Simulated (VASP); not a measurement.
This VASP 6.6.1 run on BeRu needs a look.

Contents of run.py:

```python
from ase.calculators.vasp import Vasp
from ase.dft.dos import DOS
from ase.spacegroup import crystal

atoms = crystal(
    ['Be', 'Ru'],
    basis=[[0.0, 0.0, 0.5], [0.6666666667, 0.3333333333, 0.0]],
    spacegroup=187,
    setting=1,
    cellpar=[2.49937178, 2.49937178, 3.7955181, 90.0, 90.0, 120.0],
    primitive_cell=True,
)
calc = Vasp(
    directory='calc',
    xc='r2scan+rvv10',
    pp='PBE',
    setups={'base': 'minimal', 'Be': '_GW', 'Ru': '_sv_GW'},
    prec='Accurate',
    encut=550,
    ediff=1e-06,
    ismear=1,
    sigma=0.2,
    lreal=False,
    lasph=True,
    nelm=52,
    algo='Normal',
    isif=2,
    lwave=False,
    lcharg=False,
    lmaxmix=4,
    lmixtau=True,
    lorbit=10,
    kpts=[12, 12, 7],
    gamma=True,
    nelect=22.0,
)
atoms.calc = calc

print('energy (eV):', atoms.get_potential_energy())
print('free energy (eV):', atoms.get_potential_energy(force_consistent=True))
print('forces (eV/A):')
print(atoms.get_forces())
print('stress (eV/A^3, Voigt):', atoms.get_stress())
print('Fermi level (eV):', calc.get_fermi_level())
dos = DOS(calc, width=0.1, window=(-10, 10), npts=301)
print('E - E_F (eV), DOS (1/eV)')
for e, g in zip(dos.get_energies(), dos.get_dos()):
    print(f'{e:8.3f} {g:10.4f}')
```

Potentials or basis: VASP PAW PBE potentials, release 64 (Be_GW, Ru_sv_GW).

Command:

```bash
$ python run.py
```

Output:

```text
<dir> UserWarning: vdW has been enabled, however no location for the vdw_kernel.bindat file has been specified. Set ASE_VASP_VDW environment variable to copy the vdW kernel.
  warnings.warn(
energy (eV): 21.40832043
free energy (eV): 21.40788568
forces (eV/A):
[[-0. -0.  0.]
 [ 0.  0.  0.]]
stress (eV/A^3, Voigt): [-3.46971589 -3.46971589 -2.99636357 -0.         -0.         -0.        ]
Fermi level (eV): 15.4726951
[... 303 lines left out ...]
```

OUTCAR:

```text
ENCUT = 550.000000
[... 683 lines left out ...]
--------------------------------------------------
tot          2.883   7.863   6.971   0.083  17.801
```

Question: What happened, and what is wrong with the input?

Answer: The calculation finished and met its thresholds. The input holds a flaw that was put in on purpose: wrong number of electrons (NELECT = 22.000000). The program doesn't stop on it, so the numbers can't be trusted though the run ends normally.
